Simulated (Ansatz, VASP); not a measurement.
## Cross-check of KTaO3 between VASP and Ansatz

Aim: how closely do two programs agree when they are given the same cell, functional and k mesh? Other levels of theory on this material are compared in a session of their own.

Method: plane waves, with VASP 6.6.1 beside it; band structure at r2SCAN, in Ansatz 0.2.0.

**1. Starting point**

It takes space group Pm-3m (No. 221, cubic). Conventional cell: a = 3.988 Å, b = 3.988 Å, c = 3.988 Å, α = 90.00°, β = 90.00°, γ = 90.00°. Nearest to K lie 12 O at 2.82 Å. Nearest to Ta lie 6 O at 1.99 Å. Nearest to O lie 2 Ta at 1.99 Å and 4 K at 2.82 Å. Farther neighbours and most contacts between anions are not listed.

As a file:

```cif
data_structure
_symmetry_space_group_name_H-M 'P 1'
_symmetry_Int_Tables_number 1
_cell_length_a 3.9883
_cell_length_b 3.9883
_cell_length_c 3.9883
_cell_angle_alpha 90.000
_cell_angle_beta 90.000
_cell_angle_gamma 90.000
_cell_volume 63.44
loop_
_atom_site_label
_atom_site_type_symbol
_atom_site_fract_x
_atom_site_fract_y
_atom_site_fract_z
_atom_site_occupancy
K1 K 0.50000 0.50000 0.50000 1
Ta2 Ta 0.00000 0.00000 0.00000 1
O3 O 0.50000 0.00000 0.00000 1
O4 O 0.00000 0.50000 0.00000 1
O5 O 0.00000 0.00000 0.50000 1
```

**2. VASP: band structure, r2SCAN**

Levels along a path test the potential and the projectors away from the mesh points.

Lines of VASP's logs that name or quote its potential files are left out, and so is its time.

Input file INCAR:

```
SYSTEM = KTaO3
PREC = Accurate
ENCUT = 520
EDIFF = 1E-06
NELM = 100
ISMEAR = 0
SIGMA = 0.02
LREAL = .FALSE.
ALGO = Normal
METAGGA = R2SCAN
LASPH = .TRUE.
NBANDS = 34
LORBIT = 11
LWAVE = .FALSE.
LCHARG = .FALSE.
KPAR = 8
```

Input file POSCAR:

```
KTaO3
1.0
    3.9883000000      0.0000000000      0.0000000000
    0.0000000000      3.9883000000      0.0000000000
    0.0000000000      0.0000000000      3.9883000000
K Ta O
1 1 3
Direct
    0.5000000000      0.5000000000      0.5000000000
    0.0000000000      0.0000000000      0.0000000000
    0.5000000000      0.0000000000      0.0000000000
    0.0000000000      0.5000000000      0.0000000000
    0.0000000000      0.0000000000      0.5000000000
```

Input file KPOINTS:

```
Automatic mesh
0
Gamma
4 4 4
0 0 0
```

Input file KPOINTS_OPT:

```
Line mode
16
Line-mode
Reciprocal
  0.00000000   0.00000000   0.00000000 GAMMA
  0.00000000   0.50000000   0.00000000 X

  0.00000000   0.50000000   0.00000000 X
  0.50000000   0.50000000   0.00000000 M

  0.50000000   0.50000000   0.00000000 M
  0.00000000   0.00000000   0.00000000 GAMMA

  0.00000000   0.00000000   0.00000000 GAMMA
  0.50000000   0.50000000   0.50000000 R

  0.50000000   0.50000000   0.50000000 R
  0.00000000   0.50000000   0.00000000 X

  0.50000000   0.50000000   0.00000000 M
  0.50000000   0.50000000   0.50000000 R
```

PAW data sets: K_sv, Ta_pv and O (PBE family, release 64).

Command:

```bash
> mpirun -np 8 vasp_std
```

Numbers of over 12 decimals in the logs are rounded to 6 here.

The log of the run:

```text
[banner, memory and clock lines left out]
running    8 mpi-ranks, on    1 nodes
 distrk:  each k-point on    1 cores,    8 groups
 distr:  one band on    1 cores,    1 groups

 POSCAR found type information on POSCAR K TaO
 POSCAR found :  3 types and       5 ions
|                                                                             |
|           W    W    AA    RRRRR   N    N  II  N    N   GGGG   !!!           |
|           W    W   A  A   R    R  NN   N  II  NN   N  G    G  !!!           |
|           W    W  A    A  R    R  N N  N  II  N N  N  G       !!!           |
|           W WW W  AAAAAA  RRRRR   N  N N  II  N  N N  G  GGG   !            |
|           WW  WW  A    A  R   R   N   NN  II  N   NN  G    G                |
|           W    W  A    A  R    R  N    N  II  N    N   GGGG   !!!           |
|                                                                             |
|     For optimal performance we recommend to set                             |
|       NCORE = 2 up to number-of-cores-per-socket                            |
|     NCORE specifies how many cores store one orbital (NPAR=cpu/NCORE).      |
|     This setting can greatly improve the performance of VASP for DFT.       |
|     The default, NCORE=1 might be grossly inefficient on modern             |
|     multi-core architectures or massively parallel machines. Do your        |
|     Unfortunately you need to use the default for GW and RPA                |
|     calculations (for HF NCORE is supported but not extensively tested      |
|     yet).                                                                   |
|                                                                             |

|                                                                             |
|               ----> ADVICE to this user running VASP <----                  |
|                                                                             |
|     You enforced a specific xc type in the INCAR file but a different       |
|     [... a line on the potential file left out ...]
|     I HOPE YOU KNOW WHAT YOU ARE DOING!                                     |
|                                                                             |

 LDA part: xc-table for (None), standard interpolation
 POSCAR, INCAR and KPOINTS ok, starting setup
 FFT: planning ... GRIDC
 FFT: planning ... GRID_SOFT
 FFT: planning ... GRID
 WAVECAR not read
 entering main loop
       N       E                     dE             d eps       ncg     rms          rms(c)
DAV:   1     0.262399908693E+03    0.26240E+03   -0.19915E+04   680   0.114E+03
DAV:   2    -0.865300380432E+02   -0.34893E+03   -0.33250E+03   762   0.352E+02
DAV:   3    -0.106472071970E+03   -0.19942E+02   -0.19737E+02   932   0.793E+01
DAV:   4    -0.107097786330E+03   -0.62571E+00   -0.62200E+00  1046   0.954E+00
DAV:   5    -0.107101166043E+03   -0.33797E-02   -0.33794E-02   846   0.721E-01    0.348E+01
DAV:   6    -0.868037876362E+02    0.20297E+02   -0.13577E+01   778   0.303E+01    0.112E+01
DAV:   7    -0.871193037736E+02   -0.31552E+00   -0.15890E+00   776   0.684E+00    0.804E+00
DAV:   8    -0.872513553649E+02   -0.13205E+00   -0.73904E-01   744   0.567E+00    0.504E+00
DAV:   9    -0.871386743678E+02    0.11268E+00   -0.27948E-01   700   0.317E+00    0.520E-01
DAV:  10    -0.871390003623E+02   -0.32599E-03   -0.10664E-02   816   0.688E-01    0.320E-01
DAV:  11    -0.871388228356E+02    0.17753E-03   -0.13507E-03   848   0.242E-01    0.478E-02
DAV:  12    -0.871388068936E+02    0.15942E-04   -0.10412E-04   788   0.646E-02    0.374E-02
DAV:  13    -0.871388022529E+02    0.46406E-05   -0.11734E-05   818   0.199E-02    0.129E-02
DAV:  14    -0.871388024267E+02   -0.17377E-06   -0.35489E-07   470   0.427E-03
   1 F= -.87138802E+02 E0= -.87138802E+02  d E =-.126212E-17
 Start KPOINTS_OPT (optional k-point list driver)
k-point batch [1-10\96]
       N       E                     dE             ncg
DAV:   1    -0.611278794542E+03   -0.28189E+04      680
DAV:   2    -0.400924590657E+04   -0.33980E+04      784
DAV:   3    -0.419824561007E+04   -0.18900E+03      864
DAV:   4    -0.420490799170E+04   -0.66624E+01      894
DAV:   5    -0.420498418484E+04   -0.76193E-01      860
DAV:   6    -0.420498598389E+04   -0.17991E-02      958
DAV:   7    -0.420498599661E+04   -0.12721E-04      830
DAV:   8    -0.420498599683E+04   -0.22354E-06      586
[...]
k-point batch [91-96\96]
       N       E                     dE             ncg
DAV:   1     0.497574875158E+04   -0.93478E+04      408
DAV:   2     0.286120288048E+04   -0.21145E+04      460
DAV:   3     0.274680688362E+04   -0.11440E+03      606
DAV:   4     0.274433217339E+04   -0.24747E+01      544
DAV:   5     0.274429173267E+04   -0.40441E-01      516
DAV:   6     0.274429016357E+04   -0.15691E-02      494
DAV:   7     0.274429014626E+04   -0.17304E-04      528
DAV:   8     0.274429014616E+04   -0.10459E-06      350
```

From OUTCAR (step 2):

```text
ion  position               nearest neighbor table
   1  0.500  0.500  0.500-   3 2.82   4 2.82   5 2.82   3 2.82   4 2.82   3 2.82   5 2.82   3 2.82
                             4 2.82   5 2.82   4 2.82   5 2.82   2 3.45   2 3.45   2 3.45   2 3.45
   2  0.000  0.000  0.000-   3 1.99   4 1.99   5 1.99   5 1.99   4 1.99   3 1.99   1 3.45   1 3.45
                             1 3.45   1 3.45   1 3.45   1 3.45   1 3.45   1 3.45
   3  0.500  0.000  0.000-   2 1.99   2 1.99   1 2.82   1 2.82   1 2.82   1 2.82
   4  0.000  0.500  0.000-   2 1.99   2 1.99   1 2.82   1 2.82   1 2.82   1 2.82
   5  0.000  0.000  0.500-   2 1.99   2 1.99   1 2.82   1 2.82   1 2.82   1 2.82

  LATTYP: Found a simple cubic cell.
 ALAT       =     3.9883000000

 Subroutine GETGRP returns: Found 48 space group operations
 (whereof 48 operations were pure point group operations)

The static configuration has the point symmetry O_h .

 Found     10 irreducible k-points:

   k-points           NKPTS =     10   k-points in BZ     NKDIM =     10   number of bands    NBANDS=     34

   dimension x,y,z NGX =    30 NGY =   30 NGZ =   30
   dimension x,y,z NGXF=    60 NGYF=   60 NGZF=   60

   ENCUT  =  520.0 eV  38.22 Ry    6.18 a.u.   7.42  7.42  7.42*2*pi/ulx,y,z

   NELECT =      38.0000    total number of electrons

 k-points in reciprocal lattice and weights: Automatic mesh
   0.00000000  0.00000000  0.00000000       0.016
   0.25000000  0.00000000  0.00000000       0.094
   0.50000000  0.00000000  0.00000000       0.047
   0.25000000  0.25000000  0.00000000       0.188
   0.50000000  0.25000000  0.00000000       0.188
   0.50000000  0.50000000  0.00000000       0.047
   0.25000000  0.25000000  0.25000000       0.125
   0.50000000  0.25000000  0.25000000       0.188
   0.50000000  0.50000000  0.25000000       0.094
   0.50000000  0.50000000  0.50000000       0.016

 average (electrostatic) potential at core
       1 -36.3333       2 -46.6926       3 -75.5903       4 -75.5903       5 -75.5903

 E-fermi :   1.5419

 k-point     1 :       0.0000    0.0000    0.0000
  band No.  band energies     occupation
    ...
     15       0.3301      2.00000
     16       0.3301      2.00000
     17       0.7720      2.00000
     18       0.7720      2.00000
     19       0.7720      2.00000
     20       4.0080      0.00000
     21       4.0080      0.00000
     22       4.0080      0.00000
     23       8.4810      0.00000
     24       8.4810      0.00000
    ...

 k-point     2 :       0.2500    0.0000    0.0000
  band No.  band energies     occupation
    ...
     15      -0.3844      2.00000
     16      -0.2679      2.00000
     17       0.0964      2.00000
     18       0.6072      2.00000
     19       0.6072      2.00000
     20       4.0827      0.00000
     21       5.4861      0.00000
     22       5.4861      0.00000
     23       8.4975      0.00000
     24       9.5669      0.00000
    ...

 k-point     3 :       0.5000    0.0000    0.0000
  band No.  band energies     occupation
    ...
     15      -0.9726      2.00000
     16      -0.7276      2.00000
     17      -0.1195      2.00000
     18       0.5391      2.00000
     19       0.5391      2.00000
     20       4.1605      0.00000
     21       6.8478      0.00000
     22       6.8478      0.00000
     23       8.5105      0.00000
     24      10.5258      0.00000
    ...

  Total        0.4919454      0.4919454      0.4919454     -0.0000000      0.0000000     -0.0000000
  in kB       12.4240739     12.4240739     12.4240739     -0.0000000      0.0000000     -0.0000000
  external PRESSURE =      12.4240739 kB  Pullay stress =       0.0000000 kB

  energy-cutoff  :      520.00
  volume of cell :       63.44
      direct lattice vectors                 reciprocal lattice vectors
     3.988300000  0.000000000  0.000000000     0.250733395  0.000000000  0.000000000
     0.000000000  3.988300000  0.000000000     0.000000000  0.250733395  0.000000000
     0.000000000  0.000000000  3.988300000     0.000000000  0.000000000  0.250733395

 POSITION                                       TOTAL-FORCE (eV/Angst)
 -----------------------------------------------------------------------------------
      1.99415      1.99415      1.99415         0.000000      0.000000      0.000000
      0.00000      0.00000      0.00000         0.000000      0.000000      0.000000
      1.99415      0.00000      0.00000         0.000000      0.000000      0.000000
      0.00000      1.99415      0.00000         0.000000      0.000000      0.000000
      0.00000      0.00000      1.99415         0.000000      0.000000      0.000000
 -----------------------------------------------------------------------------------
    total drift:                                0.000000     -0.000000      0.000000

  FREE ENERGIE OF THE ION-ELECTRON SYSTEM (eV)
  ---------------------------------------------------
  free  energy   TOTEN  =       -87.1388024267 eV

  energy  without entropy=      -87.1388024267  energy(sigma->0) =      -87.13880243

 total charge
# of ion       s       p       d       tot
------------------------------------------
    1        1.963   5.702   0.045   7.710
    2        0.360   6.358   2.004   8.722
    3        1.566   3.549   0.000   5.116
    4        1.566   3.549   0.000   5.116
    5        1.566   3.549   0.000   5.116
--------------------------------------------------
tot          7.022  22.708   2.049  31.780

[... 3 further parts left out ...]
```

The run ends at a pressure of 1.24 GPa.

[end of part 1 of 2]

[Lines on the potential files, build, host, timing and source positions are cut from VASP's logs without a mark.]

[Logs are printed without paths, hosts, clocks, repeated set-up lines and the standing remarks that a program may print on its own settings, such as how far it seeks lower states.]

[Hosts, paths, dates, database ids (printed as entryN), source tags and the programs' standing remarks are cut or masked in the printed files.]
